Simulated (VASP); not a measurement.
Input:

```
Al3Sc
1.0
    4.05068     0.00000     0.00000
    0.00000     4.05068     0.00000
    0.00000     0.00000     4.05068
Sc Al
1 3
Cartesian
  0.00000   0.00000   0.00000
  0.00000   2.02534   2.02534
  2.02534   0.00000   2.02534
  2.02534   2.02534   0.00000
```

The numbers are results of RPBE GGA, VASP's PBE PAW potentials (set 64) (plane waves; VASP 6.6.1), not measurements. Numerical set-up: 520 eV cut-off, 8×8×8 Γ-centred mesh, first-order Methfessel-Paxton smearing of 0.10 eV, potentials Sc_sv Al.

Q: What does the run give for the energy per atom (σ→0), pressure, band gap (on the k-mesh) with the smallest direct gap where there is one?

A: 
| Property | Value |
|---|---|
| band gap (on the k-mesh) | none (metal, semimetal or under 0.01 eV) |
| energy per atom (σ→0) | -4.531 eV/atom |
| pressure | 5.94 GPa |

Total energies compare only between runs with the same potentials, cut-off and functional.

The compound is Al3Sc in the L1_2 structure. This cell is one point of a volume scan, at 0.94 of the reference volume.
